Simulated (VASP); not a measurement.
Data:

```
HgTl
1.0
    3.74835     0.00000     0.00000
    0.00000     3.74835     0.00000
    0.00000     0.00000     3.74835
Tl Hg
1 1
Direct
  0.50000   0.50000   0.50000
  0.00000   0.00000   0.00000
```

All values below come from PBEsol GGA, VASP's PBE PAW potentials (set 64) (plane waves; VASP). Run with 400 eV cut-off, Gaussian smearing of 0.050 eV, potentials Tl_d Hg.

Unless said otherwise, spin-orbit coupling is left out, though it shifts the bands of the heavy elements here.

What does the run give for the band gap (along the path) with the smallest direct gap where there is one?

```json
{
 "band gap (along the path)": "none (metal, semimetal or under 0.01 eV)"
}
```

Only differences to runs with the same potentials and settings are physical.

The structure comes from a computed database's TlHg entry (Pm-3m); how it stands against other phases isn't given here. It was relaxed first, which changed the volume by -7 %. The electron count is odd and the run is not spin-polarised, which forces a metal.
